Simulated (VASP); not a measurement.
VASP ran on this input.

File KPOINTS:
```
Automatic mesh
0
Gamma
8 8 4
0 0 0
```

### INCAR
```
! general
SYSTEM   = ZnO
PREC     = Accurate
ENCUT    = 520
LREAL    = .FALSE.
LASPH    = .TRUE.

! electronic loop
EDIFF    = 1E-7
NELM     = 100
ALGO     = Normal
LMAXMIX  = 4

! smearing
ISMEAR   = 0
SIGMA    = 0.05

! functional
GGA      = MK
LUSE_VDW = .TRUE.
AGGAC    = 0.0
PARAM1   = 0.1234
PARAM2   = 1.0

! ions
IBRION   = 2
NSW      = 30
ISIF     = 4
EDIFFG   = -0.01

! output
LWAVE    = .FALSE.
LCHARG   = .FALSE.
```

File POSCAR:
```
ZnO
1
    1.5964722666    -2.7651715111     0.0000000000
    1.5964722666     2.7651715111     0.0000000000
    0.0000000000     0.0000000000     5.1538302143
Zn O
2 2
Direct
  0.6666670000   0.3333330000   0.5012852950
  0.3333330000   0.6666670000   0.0012852950
  0.6666670000   0.3333330000   0.8807147050
  0.3333330000   0.6666670000   0.3807147050
```

POTCAR, in this order: Zn O (PBE.64 set). Program: vasp_std.

**Question.** Write an equivalent input for Quantum ESPRESSO's pw.x.

**Answer.** One equivalent input (not run):
```
&CONTROL
  calculation = 'vc-relax'
  pseudo_dir = './pseudo'
  outdir = './out'
  tprnfor = .true.
  tstress = .true.
  nstep = 30
  forc_conv_thr = 0.00039
/
&SYSTEM
  ibrav = 0
  nat = 4
  ntyp = 2
  ecutwfc = 84
  occupations = 'smearing'
  smearing = 'gaussian'
  degauss = 0.003675
  input_dft = 'vdw-df-ob86'
/
&ELECTRONS
  conv_thr = 7.3e-09
  electron_maxstep = 100
/
&IONS
/
&CELL
  cell_dofree = 'shape'
/
ATOMIC_SPECIES
  Zn 65.380 Zn.upf
  O 15.999 O.upf
CELL_PARAMETERS angstrom
     1.5964723   -2.7651715    0.0000000
     1.5964723    2.7651715    0.0000000
     0.0000000    0.0000000    5.1538302
ATOMIC_POSITIONS crystal
  Zn   0.6666670  0.3333330  0.5012853
  Zn   0.3333330  0.6666670  0.0012853
  O    0.6666670  0.3333330  0.8807147
  O    0.3333330  0.6666670  0.3807147
K_POINTS automatic
  8 8 4 0 0 0
```
Limits of the translation: the potentials are each code's own (VASP's PAW set, PseudoDojo norm-conserving files in pw.x), so ENCUT and ecutwfc are chosen apart and not converted; conv_thr bounds pw.x's estimated SCF error, while EDIFF bounds the energy change between steps; forc_conv_thr acts on force components and is met together with etot_conv_thr.

The compound is ZnO in the wurtzite structure. This cell is one point of a volume scan, at 0.94 of the reference volume. Symmetry was kept, so distortions that lower it aren't found.
